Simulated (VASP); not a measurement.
The input files of a VASP run:

KPOINTS:
```
Automatic mesh
0
Gamma
10 10 6
0 0 0
```

**INCAR**
```
SYSTEM = BN
PREC = Accurate; ENCUT = 620; LREAL = F
LASPH = T
EDIFF = 1E-6; NELM = 100; ALGO = Normal
ISMEAR = 0; SIGMA = 0.05
GGA = PS
IBRION = 2; NSW = 40; ISIF = 3
EDIFFG = -0.02; PSTRESS = 50
LWAVE = F; LCHARG = F
```

POSCAR:
```
BN
1
    2.4835977239     0.0000000000     0.0000000000
   -1.2417988619     2.1508586448     0.0000000000
    0.0000000000     0.0000000000     4.0048577031
B N
2 2
Direct
  0.0000000000   0.0000000000   0.0000000000
  0.0000000000   0.0000000000   0.5000000000
  0.3333330000   0.6666670000   0.2500000000
  0.6666670000   0.3333330000   0.7500000000
```

POTCAR, in this order: B N (PBE.64 set). Program: vasp_std.

Task: Translate this PBEsol calculation to Quantum ESPRESSO's pw.x.

Result: One equivalent input (not run):
```
&CONTROL
  calculation = 'vc-relax'
  pseudo_dir = './pseudo'
  outdir = './out'
  tprnfor = .true.
  tstress = .true.
  nstep = 40
  forc_conv_thr = 0.00078
/
&SYSTEM
  ibrav = 0
  nat = 4
  ntyp = 2
  ecutwfc = 84
  occupations = 'smearing'
  smearing = 'gaussian'
  degauss = 0.003675
  input_dft = 'pbesol'
/
&ELECTRONS
  conv_thr = 7.3e-08
  electron_maxstep = 100
/
&IONS
/
&CELL
  press = 50
/
ATOMIC_SPECIES
  B 10.810 B.upf
  N 14.007 N.upf
CELL_PARAMETERS angstrom
     2.4835977    0.0000000    0.0000000
    -1.2417989    2.1508586    0.0000000
     0.0000000    0.0000000    4.0048577
ATOMIC_POSITIONS crystal
  B    0.0000000  0.0000000  0.0000000
  B    0.0000000  0.0000000  0.5000000
  N    0.3333330  0.6666670  0.2500000
  N    0.6666670  0.3333330  0.7500000
K_POINTS automatic
  10 10 6 0 0 0
```
What does not carry over: the potentials are each code's own (VASP's PAW set, PseudoDojo norm-conserving files in pw.x), so ENCUT and ecutwfc are chosen apart and not converted; conv_thr bounds pw.x's estimated SCF error, while EDIFF bounds the energy change between steps; forc_conv_thr acts on force components and is met together with etot_conv_thr.

The structure was generated: BN was put into the NiAs type type (P6_3/mmc), which need not be its known phase. This run relaxes it under an external pressure of 5 GPa. Symmetry was kept, so distortions that lower it aren't found.
